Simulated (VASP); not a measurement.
# ReSe3 (Im-3m) in VASP: further runs

The runs below take ReSe3 through single point, relaxation of cell and atoms, with PBE.

Everything below comes from runs of VASP 6.6.1. Logs are shortened: lines on timing, memory, paths and dates and some standing lists are left out, and cuts for length are marked.

## 1. The cell of the first run

Symmetry: Im-3m, No. 229, cubic system. The conventional cell has a = 5.323 Å, b = 5.323 Å, c = 5.323 Å, α = 90.00°, β = 90.00°, γ = 90.00°. Re (site symmetry m-3m) has 6 Se at 2.66 Å as nearest neighbours. Se (site symmetry 4/mmm) has 2 Re at 2.66 Å and 4 Se at 2.66 Å as nearest neighbours.

The cell was built by a generator and needn't be a form met in nature.

## 2. Single point, PBE, collinear spin, typed start (random cell by space group and Wyckoff sites (Im-3m, No. 229))

INCAR

```
SYSTEM = ReSe3
PREC     = Accurate       ! precision mode
ENCUT    = 520            ! plane-wave cutoff, eV
EDIFF    = 1E-6           ! SCF threshold, eV
ISMEAR   = 0              ! smearing method
SIGMA    = 0.1            ! smearing width, eV
LREAL    = .False.        ! projectors in reciprocal space
LASPH    = .True.         ! aspherical terms in the spheres
NELM     = 150            ! most SCF steps
ALGO     = Normal         ! electronic algorithm
ISIF     = 2              ! what is computed and relaxed
LWAVE    = .False.        ! write WAVECAR
LCHARG   = .True.         ! write CHGCAR
ISPIN    = 2              ! spin polarisation
MAGMOM   = 1 0 0 0        ! initial moments
LORBIT   = 11             ! projections on sites
LMAXMIX  = 4              ! l up to which the mixer works
GGA      = PE             ! functional
LELF     = .True.         ! ELF
LVHAR    = .True.       
NBANDS   = 24             ! bands
```

KPOINTS

```
Automatic mesh
0
Gamma
  4 4 4
  0 0 0
```

POSCAR

```
ReSe3
1.0
   -2.6614646522      2.6614646522      2.6614646522
    2.6614646522     -2.6614646522      2.6614646522
    2.6614646522      2.6614646522     -2.6614646522
Re Se
1 3
Direct
    0.0000000000      0.0000000000      0.0000000000
    0.0000000000      0.5000000000      0.5000000000
    0.5000000000      0.0000000000      0.5000000000
    0.5000000000      0.5000000000      0.0000000000
```

Potentials or basis: VASP PAW PBE potentials, release 64 (Re, Se).

Started as:

```sh
cat potpaw_PBE.64/Re/POTCAR potpaw_PBE.64/Se/POTCAR > POTCAR
mpirun -np 1 vasp_std > vasp.out
```

OUTCAR:

```text
SYSTEM = ReSe3
   PREC = Accurate
   ENCUT = 520
   EDIFF = 1E-6
   ISMEAR = 0
   LREAL = .False.
   LASPH = .True.
   NELM = 150
   ISIF = 2
   ISPIN = 2
   LORBIT = 11
   GGA = PE

 ion  position               nearest neighbor table
   1  0.000  0.000  0.000-   2 2.66   3 2.66   4 2.66   2 2.66   3 2.66   4 2.66
   2  0.000  0.500  0.500-   1 2.66   3 2.66   4 2.66   1 2.66   4 2.66   3 2.66
   3  0.500  0.000  0.500-   1 2.66   2 2.66   4 2.66   4 2.66   1 2.66   2 2.66
   4  0.500  0.500  0.000-   1 2.66   2 2.66   3 2.66   3 2.66   2 2.66   1 2.66

  LATTYP: Found a body centered cubic cell.
 ALAT       =     5.3229293044

  Lattice vectors:

 A1 = (  -2.6614646522,   2.6614646522,   2.6614646522)
 A2 = (   2.6614646522,  -2.6614646522,   2.6614646522)
 A3 = (   2.6614646522,   2.6614646522,  -2.6614646522)

Analysis of symmetry for initial positions (statically):
=====================================================================
 Subroutine PRICEL returns:
 Original cell was already a primitive cell.

 Routine SETGRP: Setting up the symmetry group for a
 body centered cubic supercell.

 Subroutine GETGRP returns: Found 48 space group operations
 (whereof 48 operations were pure point group operations)
 out of a pool of 48 trial point group operations.

The static configuration has the point symmetry O_h .

Analysis of symmetry for dynamics (positions and initial velocities):
=====================================================================
 Subroutine PRICEL returns:
 Original cell was already a primitive cell.

 Routine SETGRP: Setting up the symmetry group for a
 body centered cubic supercell.

 Subroutine GETGRP returns: Found 48 space group operations
 (whereof 48 operations were pure point group operations)
 out of a pool of 48 trial point group operations.

The dynamic configuration has the point symmetry O_h .

Analysis of structural, dynamic, and magnetic symmetry:
=====================================================================
 Subroutine PRICEL returns:
 Original cell was already a primitive cell.

 Routine SETGRP: Setting up the symmetry group for a
 body centered cubic supercell.

 Subroutine GETGRP returns: Found 48 space group operations
 (whereof 48 operations were pure point group operations)
 out of a pool of 48 trial point group operations.

The overall configuration has the point symmetry O_h .

 Subroutine INISYM returns: Found 48 space group operations
 (whereof 48 operations are pure point group operations),
 and found     1 'primitive' translations

----------------------------------------------------------------------------------------
[... 111 lines left out ...]
 spin polarized calculation
 Gauss-broadening in eV      SIGMA  =   0.10
  energy-cutoff  :      520.00
  volume of cell :       75.41
 maximum number of plane-waves:      2038
 NGX is ok and might be reduce to    36
   NGX = 17   NGY = 17   NGZ = 17

 number of electron      25.0000003 magnetization       1.2735543

 Free energy of the ion-electron system (eV)
  ---------------------------------------------------
  ext. energy  EPLUGINS =         0.00000000
  ---------------------------------------------------
  free energy    TOTEN  =       -20.20533317 eV

  energy without entropy =      -20.18349305  energy(sigma->0) =      -20.19441311

 E-fermi :   6.6532     XC(G=0): -11.1379

 val. band max:        6.5776999025   @ k =   0.2500   0.2500   0.0000
 cond. band min:       6.6594554802   @ k =   0.2500   0.2500   0.0000
 fundamental gap:      0.0817555777
 Fermi energy:         6.6531960150

 spin component 1

 k-point     1 :       0.0000    0.0000    0.0000
  band No.  band energies     occupation
      1     -10.4603      1.00000
      2      -5.8483      1.00000
      3      -5.8483      1.00000
      4       0.2713      1.00000
      5       0.2713      1.00000
      6       0.2713      1.00000
[... 205 lines left out ...]
     23      16.4753      0.00000
     24      17.5117      0.00000
 Fermi energy:         6.6531960150

 spin component 2

 k-point     1 :       0.0000    0.0000    0.0000
  band No.  band energies     occupation
      1     -10.4110      1.00000
      2      -5.8024      1.00000
      3      -5.8024      1.00000
      4       0.3277      1.00000
      5       0.3277      1.00000
      6       0.3277      1.00000
[... 205 lines left out ...]
     23      16.5737      0.00000
     24      17.6830      0.00000

------------------------ aborting loop because EDIFF is reached ----------------------------------------

  FORCE on cell =-STRESS in cart. coord.  units (eV):
  Direction    XX          YY          ZZ          XY          YZ          ZX
  --------------------------------------------------------------------------------------
  -------------------------------------------------------------------------------------
  Total       -0.0016235     -0.0016235     -0.0016235      0.0000000     -0.0000000     -0.0000000
  in kB       -0.0344945     -0.0344945     -0.0344945      0.0000000     -0.0000000     -0.0000000
  external PRESSURE =      -0.0344945 kB  Pullay stress =       0.0000000 kB

 VOLUME and BASIS-vectors are now :
 -----------------------------------------------------------------------------
  energy-cutoff  :      520.00
  volume of cell :       75.41
      direct lattice vectors                 reciprocal lattice vectors
    -2.661464652  2.661464652  2.661464652     0.000000000  0.187866482  0.187866482
     2.661464652 -2.661464652  2.661464652     0.187866482  0.000000000  0.187866482
     2.661464652  2.661464652 -2.661464652     0.187866482  0.187866482  0.000000000

 POSITION                                       TOTAL-FORCE (eV/Angst)
 -----------------------------------------------------------------------------------
      0.00000      0.00000      0.00000         0.000000     -0.000000      0.000000
      2.66146      0.00000      0.00000        -0.000000      0.000000     -0.000000
      0.00000      2.66146      0.00000         0.000000     -0.000000      0.000000
      0.00000      0.00000      2.66146        -0.000000      0.000000     -0.000000
 -----------------------------------------------------------------------------------
    total drift:                                0.000000      0.000000     -0.000000

  FREE ENERGIE OF THE ION-ELECTRON SYSTEM (eV)
  ---------------------------------------------------
  free  energy   TOTEN  =       -20.2053331712 eV

  energy  without entropy=      -20.1834930511  energy(sigma->0) =      -20.19441311

 total charge

# of ion       s       p       d       tot
------------------------------------------
    1        0.409   0.305   4.942   5.656
    2        1.493   2.179   0.098   3.769
    3        1.493   2.179   0.098   3.769
    4        1.493   2.179   0.098   3.769
--------------------------------------------------
tot          4.887   6.842   5.236  16.964

 magnetization (x)

# of ion       s       p       d       tot
------------------------------------------
    1        0.045   0.008   1.041   1.094
    2        0.005   0.004   0.011   0.019
    3        0.005   0.004   0.011   0.019
    4        0.005   0.004   0.011   0.019
--------------------------------------------------
tot          0.059   0.019   1.073   1.151
```

Wall time 25 s (1 thread of Intel Xeon 6975P-C (Granite Rapids), shared host); peak memory 0.24 GiB.

Results:

```yaml
Free_energy: -20.2053 eV
Pressure: 0.0 GPa
Band_gap_on_the_k_mesh: none (metal or under the smearing width)
Net_moment: 1.27 μB per cell
Site_moments: Re +1.09; Se +0.02 μB
Valence_electrons_inside_the_program's_atomic_spheres: Re 5.66; Se 3.77
```

Levels at points of the mesh, in eV from the Fermi level:
Spin up:
```
           k point  band 11  band 12  band 13  band 14  band 15  band 16
(0.00, 0.00, 0.00)    -2.17    -2.17    -0.52    -0.52     0.23     3.09
(0.50, 0.00, 0.00)    -2.46    -0.97    -0.36    -0.26     1.22     3.42
(0.50, 0.50, 0.50)    -1.11    -1.11    -0.38    -0.38     1.03     3.50
```
Spin down:
```csv
k point,band 10,band 11,band 12,band 13,band 14,band 15
"(0.00, 0.00, 0.00)",-1.69,-1.69,-1.69,0.21,0.21,0.69
"(0.50, 0.00, 0.00)",-2.46,-2.34,-0.35,0.22,0.45,1.71
"(0.50, 0.50, 0.50)",-0.50,-0.50,-0.50,0.40,0.40,1.49
```

Caveat: the k mesh is coarse (spacing up to 0.42 Å⁻¹), so the values aren't converged.

## 3. Relaxation of cell and atoms, PBE, collinear spin, typed start (random cell by space group and Wyckoff sites (Im-3m, No. 229))

INCAR

```
SYSTEM = ReSe3
ALGO = Normal
EDIFF = 1E-6
EDIFFG = -0.04
ENCUT = 600
GGA = PE
IBRION = 2
ISIF = 3
ISMEAR = 0
ISPIN = 2
LASPH = .True.
LCHARG = .False.
LMAXMIX = 4
LORBIT = 11
LREAL = .False.
LWAVE = .False.
MAGMOM = 1 0 0 0
NELM = 150
NSW = 90
PREC = Accurate
SIGMA = 0.1
```

KPOINTS

```
k-points
0
Gamma
  4 4 4
  0 0 0
```

POSCAR

```
ReSe3
1.0
   -3.0616979700      3.0616979700      3.0616979700
    3.0616979700     -3.0616979700      3.0616979700
    3.0616979700      3.0616979700     -3.0616979700
Re Se
1 3
Direct
    0.0000000000      0.0000000000      0.0000000000
    0.0000000000      0.5000000000      0.5000000000
    0.5000000000      0.0000000000      0.5000000000
    0.5000000000      0.5000000000      0.0000000000
```

Potentials or basis: VASP PAW PBE potentials, release 64 (Re, Se).

Started as:

```sh
cat potpaw_PBE.64/Re/POTCAR potpaw_PBE.64/Se/POTCAR > POTCAR
mpirun -np 1 vasp_std > vasp.out
```

Run time: 6.5 min. Hardware: 1 thread of Intel Xeon 6975P-C (Granite Rapids), shared host; peak memory 0.34 GiB.

The run converged. Its results:

```
Free energy                                           : -20.2074 eV
Relaxed volume                                        : 18.82 Å³/atom
Relaxed cell                                          : a = 4.607 Å, b = 4.607 Å, c = 4.607 Å, α = 109.47°, β = 109.47°, γ = 109.47°
Space group after relaxing (to 0.05 Å)                : Im-3m (No. 229)
Energy gained by relaxing                             : 672.6 meV/atom
Ionic steps                                           : 4
Pressure after relaxing                               : 0.2 GPa
Band gap on the k mesh                                : none (metal or under the smearing width)
Net moment                                            : 1.26 μB per cell
Site moments                                          : Re +1.08; Se +0.02 μB
Valence electrons inside the program's atomic spheres : Re 5.66; Se 3.77
```

The path:
```csv
step,energy change (eV),largest force (eV/Å),pressure (GPa),volume (Å³)
1,0.0000,0.0000,-12.97,114.80
2,-2.6100,0.0000,-5.02,80.36
3,-2.6862,0.0000,-1.25,76.46
4,-2.6903,0.0000,0.20,75.27
```

Final structure:
```cif
data_structure
_symmetry_space_group_name_H-M 'P 1'
_symmetry_Int_Tables_number 1
_cell_length_a 4.6070
_cell_length_b 4.6070
_cell_length_c 4.6070
_cell_angle_alpha 109.471
_cell_angle_beta 109.471
_cell_angle_gamma 109.471
_cell_volume 75.27
loop_
_atom_site_label
_atom_site_type_symbol
_atom_site_fract_x
_atom_site_fract_y
_atom_site_fract_z
_atom_site_occupancy
Re1 Re 0.00000 0.00000 0.00000 1
Se1 Se 0.00000 0.50000 0.50000 1
Se2 Se 0.50000 0.00000 0.50000 1
Se3 Se 0.50000 0.50000 0.00000 1
```

Levels at points of the mesh, in eV from the Fermi level:
Spin up:
```tsv
k point	band 10	band 11	band 12	band 13	band 14	band 15	band 16	band 17
(0.00, 0.00, 0.00)	-2.17	-2.17	-2.17	-0.52	-0.52	0.24	3.10	3.10
(0.50, 0.00, 0.00)	-2.52	-2.46	-0.97	-0.36	-0.26	1.23	3.43	4.39
(0.50, 0.50, 0.50)	-1.11	-1.11	-1.11	-0.38	-0.38	1.04	3.51	3.51
```
Spin down:
```tsv
k point	band 8	band 9	band 10	band 11	band 12	band 13	band 14	band 15	band 16	band 17
(0.00, 0.00, 0.00)	-3.54	-3.54	-1.70	-1.70	-1.70	0.21	0.21	0.69	3.16	3.16
(0.50, 0.00, 0.00)	-2.96	-2.75	-2.47	-2.34	-0.35	0.22	0.45	1.71	3.49	4.90
(0.50, 0.50, 0.50)	-2.39	-2.39	-0.51	-0.51	-0.51	0.40	0.40	1.49	3.55	3.55
```

Caveat: the k mesh is coarse (spacing up to 0.36 Å⁻¹), so the values aren't converged; the volume moved by over 15 % at a fixed basis, so the end points are rough. The run has no spin-orbit coupling, so splittings on Re are missing.
